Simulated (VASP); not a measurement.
Here is the system:

```xyz
2
Lattice="0.0000 2.4634 2.4634 2.4634 0.0000 2.4634 2.4634 2.4634 0.0000" Properties=species:S:1:pos:R:3 pbc="T T T"
Zr     0.0000     0.0000     0.0000
N      1.2317     1.2317     1.2317
```

Computed with PBEsol GGA, VASP's PBE PAW potentials (set 64) (plane waves; VASP). Settings: 520 eV cut-off, Gaussian smearing of 0.050 eV, potentials Zr_sv N.

Task: Give the energies of bands 6 to 11 at the high-symmetry points, in eV from the Fermi level.

Result: 
| band | Γ | X | U | L | W |
|---|---|---|---|---|---|
| 6 | -5.34 | -6.39 | -5.74 | -4.95 | -5.34 |
| 7 | -5.34 | -3.32 | -3.75 | -4.72 | -4.45 |
| 8 | -5.34 | -3.32 | -3.68 | -4.72 | -3.31 |
| 9 | -0.15 | -0.96 | -1.12 | 1.37 | -1.13 |
| 10 | 1.77 | 2.25 | 2.09 | 2.30 | 1.11 |
| 11 | 1.77 | 3.34 | 2.19 | 2.30 | 3.12 |

It has no gap at this level: it comes out as a metal or semimetal.

The structure was generated: ZrN was put into the zinc blende type (F-43m), which need not be its known phase. It was relaxed first, which changed the volume by -35 %. The electron count is odd and the run is not spin-polarised, which forces a metal.
